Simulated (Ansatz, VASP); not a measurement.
**Two plane-wave programs on NiMoIrPdW**

```xyz
5
Lattice="2.3446 -1.4314 0.0091 2.3446 1.4314 0.0091 -2.2060 0.0000 10.9237" Properties=species:S:1:pos:R:3 pbc="T T T"
Ni    1.6857    0.0000    3.2343
Mo   -0.5221    0.0000    9.9690
Pd    0.0775    0.0000    5.3638
Ir    3.2778    0.0000    1.1936
W     1.6891    0.0000    7.5942
```

The cell was built by a generator and needn't be a form met in nature.

Alike in both runs: task atomic charges; functional PBE; k mesh 11 × 11 × 3; occupations fermi-dirac, width 0.05 eV; collinear spin, ferromagnetic start.

|  | VASP | Ansatz |
| --- | --- | --- |
| version | VASP 6.6.1 | Ansatz 0.2.0 |
| potentials or method | VASP PAW PBE potentials, release 64 (Ni, Mo_sv, Pd, Ir, W_sv) | Ansatz PAW |
| plane-wave cutoff (eV) | 520 | 420 |
| valence electrons in the cell | 57 | 81 |

```tsv
	VASP	Ansatz	Ansatz less VASP
gap on the k mesh at the Fermi level (eV)	none	none	-
pressure (GPa)	0.3	0.0	-0.32
largest component of the traceless stress (GPa)	0.57	0.61	+0.038
rms of the force components (eV/Å)	0.035	0.031	-0.0038
net moment per atom (μB)	0.00	0.00	0.000
```

Atom by atom the forces differ by 0.008 eV/Å (rms over components). A gap of «none» marks a metal or a gap that the smearing closes. The functional is the same, so the differences come from potentials, cutoffs and numerics. The two sets of potentials don't hold the same shells in valence.

Caveats: the starting moments weren't kept (Ansatz). Spin-orbit coupling is left out, which matters for the levels of Ir, W.
